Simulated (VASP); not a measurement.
Input for VASP

**KPOINTS**
```
Regular mesh
0
gamma
 11 11 11
```

**INCAR**
```
GGA = PS
LWAVE = .False.
PREC = Accurate
ENCUT = 500   ! plane-wave cut-off (eV)
NSW = 40   ! most ionic steps
PSTRESS = 300
EDIFF = 1E-6   ! SCF stop (eV)
EDIFFG = -0.02
LCHARG = .False.
ISMEAR = 1   ! Methfessel-Paxton
ALGO = Normal   ! blocked Davidson
LMAXMIX = 4   ! l cut-off of mixed one-centre charges
LASPH = .True.
IBRION = 2   ! conjugate gradients
NELM = 100
SIGMA = 0.1   ! width (eV)
ISIF = 3   ! ions, shape and volume
LREAL = .False.
SYSTEM = Sb
```

File POSCAR:
```
Sb
1
    3.5382525118    -2.0172666868    -0.0550406919
    3.5382525118     2.0172666868    -0.0550406919
    2.4397264403     0.0000000000     3.2617987430
Sb
2
Direct
  0.2502103495   0.2502103495   0.2502103491
  0.7497896505   0.7497896505   0.7497896509
```

POTCAR, in this order: Sb (PBE.64 set). Program: vasp_std.

### Question
Translate this PBEsol calculation to Quantum ESPRESSO's pw.x.

### Answer
One equivalent input (not run):
```
&CONTROL
  calculation = 'vc-relax'
  pseudo_dir = './pseudo'
  outdir = './out'
  tprnfor = .true.
  tstress = .true.
  nstep = 40
  forc_conv_thr = 0.00078
/
&SYSTEM
  ibrav = 0
  nat = 2
  ntyp = 1
  ecutwfc = 80
  occupations = 'smearing'
  smearing = 'methfessel-paxton'
  degauss = 0.00735
  input_dft = 'pbesol'
/
&ELECTRONS
  conv_thr = 7.3e-08
  electron_maxstep = 100
/
&IONS
/
&CELL
  press = 300
/
ATOMIC_SPECIES
  Sb 121.760 Sb.upf
CELL_PARAMETERS angstrom
     3.5382525   -2.0172667   -0.0550407
     3.5382525    2.0172667   -0.0550407
     2.4397264    0.0000000    3.2617987
ATOMIC_POSITIONS crystal
  Sb   0.2502103  0.2502103  0.2502103
  Sb   0.7497897  0.7497897  0.7497897
K_POINTS automatic
  11 11 11 0 0 0
```
The two are equivalent in intent, not identical: the potentials are each code's own (VASP's PAW set, PseudoDojo norm-conserving files in pw.x), so ENCUT and ecutwfc are chosen apart and not converted; conv_thr bounds pw.x's estimated SCF error, while EDIFF bounds the energy change between steps; forc_conv_thr acts on force components and is met together with etot_conv_thr.

The compound is Sb in the a7 structure. This run relaxes it under an external pressure of 30 GPa. Symmetry was kept, so distortions that lower it aren't found.
